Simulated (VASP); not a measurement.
Calculation: PBE GGA, VASP's PBE PAW potentials (set 64) (plane waves; VASP).

A VASP calculation is set up with these files.

**POSCAR**
```
Os
2.730
  0.5000000000  -0.8660252747   0.0000000000
  0.5000000000   0.8660252747   0.0000000000
  0.0000000000   0.0000000000   1.5824175824
Os
2
Cart
  0.5000000000   0.2886756689   0.3956043956
  0.5000000000  -0.2886756689   1.1868131868
```

INCAR:
```
ALGO = Normal
EDIFF = 1E-6
ENCUT = 300
GGA = PE
ISIF = 2
ISMEAR = 0
LASPH = .TRUE.
LCHARG = .FALSE.
LMAXMIX = 6
LREAL = .FALSE.
LWAVE = .FALSE.
NELM = 100
PREC = Accurate
SIGMA = 0.136
SYSTEM = Os
```

**KPOINTS**
```
Automatic mesh
0
Gamma
5 5 3
0 0 0
```

POTCAR, in this order: Os (PBE.64 set). Program: vasp_std.

Output

OSZICAR:
```
       N       E                     dE             d eps       ncg     rms          rms(c)
DAV:   1     0.505466615235E+02    0.50547E+02   -0.55636E+03   248   0.809E+02
DAV:   2    -0.209449185349E+02   -0.71492E+02   -0.64583E+02   288   0.294E+02
DAV:   3    -0.237642287065E+02   -0.28193E+01   -0.27540E+01   260   0.515E+01
DAV:   4    -0.237928563311E+02   -0.28628E-01   -0.28612E-01   276   0.501E+00
DAV:   5    -0.237932168676E+02   -0.36054E-03   -0.36050E-03   280   0.430E-01    0.257E+01
DAV:   6    -0.227044133399E+02    0.10888E+01   -0.11363E+00   256   0.917E+00    0.121E+01
DAV:   7    -0.223622121703E+02    0.34220E+00   -0.87997E-01   260   0.798E+00    0.496E-01
DAV:   8    -0.223564905449E+02    0.57216E-02   -0.73152E-03   252   0.686E-01    0.325E-01
DAV:   9    -0.223542112526E+02    0.22793E-02   -0.16085E-03   260   0.448E-01    0.530E-02
DAV:  10    -0.223542362186E+02   -0.24966E-04   -0.49178E-05   252   0.665E-02    0.101E-02
DAV:  11    -0.223542169071E+02    0.19311E-04   -0.38013E-06   252   0.217E-02    0.111E-03
DAV:  12    -0.223542162502E+02    0.65695E-06   -0.10130E-07   132   0.334E-03
   1 F= -.22354216E+02 E0= -.22344684E+02  d E =-.190653E-01
```

OUTCAR:
```
------------------------ aborting loop because EDIFF is reached ----------------------------------------
  FORCE on cell =-STRESS in cart. coord.  units (eV):
  Direction    XX          YY          ZZ          XY          YZ          ZX
  --------------------------------------------------------------------------------------
  Total        1.0710161      1.0710157      2.6315041      0.0000000     -0.0000000      0.0000000
  in kB       61.5413411     61.5413228    151.2080894      0.0000000     -0.0000000      0.0000000
  external PRESSURE =      91.4302511 kB  Pullay stress =       0.0000000 kB
  volume of cell :       27.88
      direct lattice vectors                 reciprocal lattice vectors
     1.365000000 -2.364249000  0.000000000     0.366300366 -0.211483647  0.000000000
     1.365000000  2.364249000  0.000000000     0.366300366  0.211483647  0.000000000
     0.000000000  0.000000000  4.320000000     0.000000000  0.000000000  0.231481481
 POSITION                                       TOTAL-FORCE (eV/Angst)
 -----------------------------------------------------------------------------------
      1.36500      0.78808      1.08000         0.000000     -0.000000      0.000000
      1.36500     -0.78808      3.24000        -0.000000      0.000000      0.000000
 -----------------------------------------------------------------------------------
    total drift:                                0.000000      0.000021     -0.000017
  FREE ENERGIE OF THE ION-ELECTRON SYSTEM (eV)
  ---------------------------------------------------
  free  energy   TOTEN  =       -22.3542162502 eV

  energy  without entropy=      -22.3351509151  energy(sigma->0) =      -22.34468358
```
(Selected blocks of OUTCAR.)

At this cut-off the stress carries a Pulay error, which pulls relaxed volumes low.

The structure is a typed Os crystal (P6_3/mmc). The cell was not relaxed at this level. The k-mesh is coarse (spacing up to 0.53 per Å, 2π included), so the numbers may not be converged in it. The run is one of a series of settings (KPOINTS 5×5×3 Γ-centred mesh against the base run), some of them coarse on purpose.
